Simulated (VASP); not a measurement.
A convergence study with VASP on TaC (space group Fm-3m): one setting is varied, all else stays as given below, so the limit is that of these other settings. Each run relaxes cell and ions from the cell shown. The basis is that of the starting cell, so low cut-offs carry a Pulay error.

```xyz
2
Lattice="0.0000 2.2189 2.2189 2.2189 0.0000 2.2189 2.2189 2.2189 0.0000" Properties=species:S:1:pos:R:3 pbc="T T T"
Ta     0.0000     0.0000     0.0000
C      2.2189     2.2189     2.2189
```

Level of theory: PBEsol GGA, VASP's PBE PAW potentials (set 64) (plane waves; VASP). The tightest run used: 800 eV cut-off, 13×13×13 Γ-centred mesh, Gaussian smearing of 0.10 eV, potentials Ta_pv C.

### Question
The settings run are ENCUT = 200; ENCUT = 240; ENCUT = 280; ENCUT = 340; ENCUT = 400; ENCUT = 480; ENCUT = 600; ENCUT = 800. From which on does the relaxed volume stay within 0.05 Å³/atom of the tightest run?

### Answer
From ENCUT = 400 on: it is off by 0.033 there and by no more than 0.05 in any finer run, while ENCUT = 340 is off by 0.123.
```
setting      relaxed volume (Å³/atom)  E (eV/atom)  plane waves  difference judged (Å³/atom)
-----------  ------------------------  -----------  -----------  ---------------------------
ENCUT = 200                    10.264     -11.8575          150                        0.699
ENCUT = 240                    10.487     -11.7955          194                        0.477
ENCUT = 280                    10.666     -11.7706          259                        0.297
ENCUT = 340                    10.840     -11.7657          331                        0.123
ENCUT = 400                    10.931     -11.7657          411                        0.033
ENCUT = 480                    10.964     -11.7639          535                        0.000
ENCUT = 600                    10.963     -11.7641          748                        0.001
ENCUT = 800                    10.963     -11.7661         1139                        0.000
```

Left out are rungs that failed or repeat a setting and relaxations that didn't move; long series are thinned to 24 rows.

The structure is a typed TaC crystal (space group no. 225). The electron count is odd and the run is not spin-polarised, which forces a metal.
